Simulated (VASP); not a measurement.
Given:

```
LiF
1.0
    0.00000     1.99690     1.99690
    1.99690     0.00000     1.99690
    1.99690     1.99690     0.00000
Li F
1 1
Direct
  0.00000   0.00000   0.00000
  0.50000   0.50000   0.50000
```

These are PBE GGA with D3 dispersion (Becke-Johnson damping), VASP's PBE PAW potentials (set 64) (plane waves; VASP) values and carry that method's errors. Numerical set-up: 520 eV cut-off, Gaussian smearing of 0.050 eV, potentials Li_sv F.

Give the energies of bands 3 to 6 at the high-symmetry points, in eV from the valence-band maximum.

```json
[
 {"band": "3", "Γ": "0.00", "X": "-3.12", "U": "-2.59", "L": "-2.60", "W": "-2.16"},
 {"band": "4", "Γ": "0.00", "X": "-1.04", "U": "-1.62", "L": "-0.24", "W": "-2.16"},
 {"band": "5", "Γ": "0.00", "X": "-1.04", "U": "-0.76", "L": "-0.24", "W": "-0.82"},
 {"band": "6", "Γ": "9.32", "X": "15.05", "U": "14.66", "L": "10.91", "W": "15.26"}
]
```

The gap is direct, 9.32 eV, from the valence maximum at Γ to the conduction minimum at Γ.

Measured: gap 15.35 eV (computed value off by -6.03 eV), as given by Wei Chen et al., Physical Review Materials (2018), doi:10.1103/physrevmaterials.2.073803 [zero-point renormalisation of 1.15 eV added back (the table's ZPR column)].

The compound is LiF in the rock salt structure. It was relaxed first.
